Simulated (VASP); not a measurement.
Set up this calculation in VASP 6.6.1, as the native input.

- Task: relaxation of cell and atoms
- Functional: PBE
- Potentials or basis: VASP PAW PBE potentials, release 64 (Nb_sv, Si, O)
- Cutoff: 520 eV
- k mesh: 5 × 5 × 2
- Occupations: gaussian, width 0.15 eV
- Spin: no spin polarisation
- Further INCAR settings: PREC = Normal; ALGO = Fast; EDIFF = 0.0001; IBRION = 2; EDIFFG = -0.08; NSW = 24; ISIF = 3

The structure of NbSiO4 lies in POSCAR:

```
NbSiO4
1.0
    3.1967274900      0.0000000000      0.0000000000
   -1.5983637500      2.7684472200      0.0000000000
    0.0000000000      0.0000000000      6.4983526100
Nb Si O
1 1 4
Direct
    0.0000000000      0.0000000000      0.0000000000
    0.0000000000      0.0000000000      0.5000000000
    0.3333333300      0.6666666700      0.7595900300
    0.3333333300      0.6666666700      0.2404099700
    0.6666666700      0.3333333300      0.7595900300
    0.6666666700      0.3333333300      0.2404099700
```

The cell was built by a generator and needn't be a form met in nature.

The input as run:

INCAR

```
SYSTEM = NbSiO4
ALGO     = Fast           ! electronic algorithm
EDIFF    = 1E-4           ! SCF threshold, eV
EDIFFG   = -0.08          ! ionic threshold
ENCUT    = 520            ! plane-wave cutoff, eV
GGA      = PE             ! functional
IBRION   = 2              ! ionic algorithm
ISIF     = 3              ! what is computed and relaxed
ISMEAR   = 0              ! smearing method
LASPH    = .True.         ! aspherical terms in the spheres
LCHARG   = .False.        ! write CHGCAR
LREAL    = .False.        ! projectors in reciprocal space
LWAVE    = .False.        ! write WAVECAR
NELM     = 60             ! most SCF steps
NSW      = 24             ! ionic steps
PREC     = Normal         ! precision mode
SIGMA    = 0.15           ! smearing width, eV
```

KPOINTS

```
k-points
0
Gamma
  5 5 2
  0 0 0
```

Potentials or basis: VASP PAW PBE potentials, release 64 (Nb_sv, Si, O).

The run is started by

```sh
$ cat potpaw_PBE.64/Nb_sv/POTCAR potpaw_PBE.64/Si/POTCAR potpaw_PBE.64/O/POTCAR > POTCAR
$ mpirun -np 1 vasp_std > vasp.out
```

It gave:

```yaml
Relaxed_volume: 9.56 Å³/atom
Relaxed_cell: a = 3.616 Å, b = 3.616 Å, c = 5.069 Å, α = 90.00°, β = 90.00°, γ = 120.00°
Space_group_after_relaxing_to_0.05_Å: P6/mmm (No. 191)
Energy_gained_by_relaxing: 875.5 meV/atom
Ionic_steps: 13
Pressure_after_relaxing: -0.1 GPa
Largest_force_after_relaxing: 0.062 eV/Å
Band_gap_on_the_k_mesh: none (metal or under the smearing width)
```

Caveat: the k mesh is coarse (spacing up to 0.48 Å⁻¹), so the values aren't converged; an odd number of electrons without spin polarisation forces a metal; a magnetic or distorted state may lie lower; the relaxation stopped at a loose force limit of 0.08 eV/Å, so its end isn't a converged minimum.

Wall time 52 s on 1 thread of Intel(R) Xeon(R) 6975P-C (Granite Rapids) (shared host), peak memory 0.14 GiB.
